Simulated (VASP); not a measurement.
All values below come from SCAN meta-GGA, VASP's PBE PAW potentials (set 64) (plane waves; VASP 6.6.1).

VASP input:

### INCAR
```
! general
SYSTEM  = Lu
PREC    = Accurate
ENCUT   = 520   ! plane-wave cut-off (eV)
LREAL   = .False.   ! projection in real space or not
LASPH   = .True.   ! aspherical one-centre terms

! electronic loop
EDIFF   = 1E-7
NELM    = 100   ! most electronic steps
ALGO    = Normal   ! blocked Davidson
LMAXMIX = 6   ! l cut-off of mixed one-centre charges
LMIXTAU = .True.

! smearing
ISMEAR  = 1   ! Methfessel-Paxton
SIGMA   = 0.1   ! width (eV)

! functional
METAGGA = SCAN

! ions
IBRION  = 2
NSW     = 30
ISIF    = 4   ! ions and shape, fixed volume
EDIFFG  = -0.01

! output
LWAVE   = .False.
LCHARG  = .False.
```

File POSCAR:
```
Lu
1.0
  1.7154284610  -2.9712093345   0.0000000000
  1.7154284610   2.9712093345   0.0000000000
  0.0000000000   0.0000000000   5.3213994454
Lu
2
direct
  0.3333330000   0.6666670000   0.2500000000
  0.6666670000   0.3333330000   0.7500000000
```

**KPOINTS**
```
Automatic
0
Gamma
  12 12 7
0 0 0
```

POTCAR, in this order: Lu_3 (PBE.64 set). Program: vasp_std.

The resulting files:

### OSZICAR
```
       N       E                     dE             d eps       ncg     rms          rms(c)
DAV:   1    -0.536842742780E+02   -0.53684E+02   -0.89011E+03  3277   0.154E+03
DAV:   2    -0.109883038038E+03   -0.56199E+02   -0.54833E+02  3363   0.748E+02
DAV:   3    -0.112464759334E+03   -0.25817E+01   -0.24293E+01  3694   0.700E+01
DAV:   4    -0.112555839404E+03   -0.91080E-01   -0.90191E-01  3563   0.812E+00
DAV:   5    -0.112559125762E+03   -0.32864E-02   -0.32744E-02  3302   0.182E+00    0.310E+01
DAV:   6    -0.110858220315E+03    0.17009E+01   -0.11596E+00  2964   0.306E+01    0.160E+01
DAV:   7    -0.109735072617E+03    0.11231E+01   -0.40302E-01  3380   0.706E+00    0.104E+00
DAV:   8    -0.110693585098E+03   -0.95851E+00   -0.44044E-01  3236   0.715E+00    0.223E+00
DAV:   9    -0.110695777261E+03   -0.21922E-02   -0.12437E-01  2823   0.558E+00    0.102E+00
DAV:  10    -0.110699974446E+03   -0.41972E-02   -0.78133E-03  3231   0.137E+00    0.620E-01
DAV:  11    -0.110697699292E+03    0.22752E-02   -0.13776E-02  2569   0.158E+00    0.588E-01
DAV:  12    -0.110700506824E+03   -0.28075E-02   -0.39723E-03  3174   0.905E-01    0.712E-02
DAV:  13    -0.110701166617E+03   -0.65979E-03   -0.10952E-02  3104   0.137E+00    0.251E-01
DAV:  14    -0.110700874320E+03    0.29230E-03   -0.32528E-04  3160   0.341E-01    0.248E-01
DAV:  15    -0.110700563096E+03    0.31122E-03   -0.98040E-04  3119   0.401E-01    0.605E-02
DAV:  16    -0.110700448984E+03    0.11411E-03   -0.33283E-04  2916   0.258E-01    0.204E-02
DAV:  17    -0.110700377721E+03    0.71263E-04   -0.45934E-05  3037   0.958E-02    0.196E-02
DAV:  18    -0.110700346065E+03    0.31656E-04   -0.33676E-05  3100   0.764E-02    0.677E-03
DAV:  19    -0.110700340792E+03    0.52733E-05   -0.11223E-05  2765   0.444E-02    0.576E-03
DAV:  20    -0.110700341026E+03   -0.23367E-06   -0.76586E-07  3253   0.144E-02    0.311E-03
DAV:  21    -0.110700345774E+03   -0.47482E-05   -0.24739E-07  2376   0.842E-03    0.352E-03
DAV:  22    -0.110700343880E+03    0.18938E-05   -0.42965E-08  1523   0.807E-03    0.226E-03
DAV:  23    -0.110700341715E+03    0.21656E-05   -0.20099E-06  2991   0.192E-02    0.304E-04
DAV:  24    -0.110700341338E+03    0.37619E-06   -0.24373E-08  1473   0.367E-03    0.299E-04
DAV:  25    -0.110700341217E+03    0.12184E-06   -0.74742E-09  1458   0.400E-03    0.229E-04
DAV:  26    -0.110700341353E+03   -0.13625E-06   -0.31637E-09  1383   0.247E-03    0.135E-04
DAV:  27    -0.110700340809E+03    0.54392E-06   -0.21993E-09  1358   0.196E-03    0.189E-04
DAV:  28    -0.110700340830E+03   -0.21274E-07   -0.14425E-09  1348   0.170E-03
   1 F= -.11070034E+03 E0= -.11069978E+03  d E =-.110700E+03
       N       E                     dE             d eps       ncg     rms          rms(c)
DAV:   1    -0.110700612599E+03   -0.27179E-03   -0.10850E-02  3019   0.154E+00    0.769E-02
DAV:   2    -0.110700477053E+03    0.13555E-03   -0.38525E-04  3319   0.275E-01    0.465E-02
DAV:   3    -0.110700435132E+03    0.41922E-04   -0.61110E-05  3473   0.149E-01    0.204E-02
DAV:   4    -0.110700420105E+03    0.15026E-04   -0.38599E-05  3523   0.805E-02    0.104E-02
DAV:   5    -0.110700426815E+03   -0.67096E-05   -0.24561E-05  2999   0.731E-02    0.851E-03
DAV:   6    -0.110700425369E+03    0.14458E-05   -0.18303E-06  3073   0.185E-02    0.418E-03
DAV:   7    -0.110700425735E+03   -0.36564E-06   -0.71754E-08  1378   0.673E-03    0.662E-04
DAV:   8    -0.110700426615E+03   -0.88010E-06   -0.94597E-08  1643   0.121E-02    0.976E-04
DAV:   9    -0.110700426511E+03    0.10375E-06   -0.46737E-08  1233   0.936E-03    0.447E-04
DAV:  10    -0.110700426753E+03   -0.24181E-06   -0.48057E-08  1263   0.110E-02    0.297E-04
DAV:  11    -0.110700427069E+03   -0.31626E-06   -0.42370E-08  1198   0.955E-03    0.104E-04
DAV:  12    -0.110700426939E+03    0.12981E-06   -0.34741E-08  1183   0.102E-02    0.142E-04
DAV:  13    -0.110700426951E+03   -0.12150E-07   -0.27373E-08  1183   0.789E-03
   2 F= -.11070043E+03 E0= -.11069984E+03  d E =-.861212E-04
```

**OUTCAR**
```
------------------------ aborting loop because EDIFF is reached ----------------------------------------
  FORCE on cell =-STRESS in cart. coord.  units (eV):
  Direction    XX          YY          ZZ          XY          YZ          ZX
  --------------------------------------------------------------------------------------
  Total        0.6394392      0.6394393      0.6103785      0.0000000     -0.0000000      0.0000000
  in kB       18.8863543     18.8863554     18.0280233      0.0000000     -0.0000000      0.0000000
  external PRESSURE =      18.6002443 kB  Pullay stress =       0.0000000 kB
  volume of cell :       54.25
      direct lattice vectors                 reciprocal lattice vectors
     1.716786038 -2.973560730 -0.000000000     0.291241884 -0.168148575 -0.000000000
     1.716786038  2.973560730 -0.000000000     0.291241884  0.168148575 -0.000000000
     0.000000000  0.000000000  5.312986796     0.000000000  0.000000000  0.188218047
 POSITION                                       TOTAL-FORCE (eV/Angst)
 -----------------------------------------------------------------------------------
      1.71679      0.99119      1.32825         0.000000      0.000000      0.000000
      1.71679     -0.99119      3.98474        -0.000000     -0.000000      0.000000
 -----------------------------------------------------------------------------------
    total drift:                               -0.000000      0.000064     -0.000012
  FREE ENERGIE OF THE ION-ELECTRON SYSTEM (eV)
  ---------------------------------------------------
  free  energy   TOTEN  =      -110.7004269514 eV

  energy  without entropy=     -110.6986606744  energy(sigma->0) =     -110.69983819

 reached required accuracy - stopping structural energy minimisation
```
(Selected blocks of OUTCAR.)

File CONTCAR:
```
Lu
   1.00000000000000
     1.7167860383624489   -2.9735607301913678   -0.0000000000000000
     1.7167860383624489    2.9735607301913678   -0.0000000000000000
     0.0000000000000000    0.0000000000000000    5.3129867964077002
  Lu
     2
Direct
     0.3333330000000032    0.6666669999999968    0.2500000000000000
     0.6666669999999968    0.3333330000000032    0.7500000000000000
```

The compound is Lu in the hcp structure. This cell is one point of a volume scan, at 0.97 of the reference volume. Symmetry was kept, so distortions that lower it aren't found.
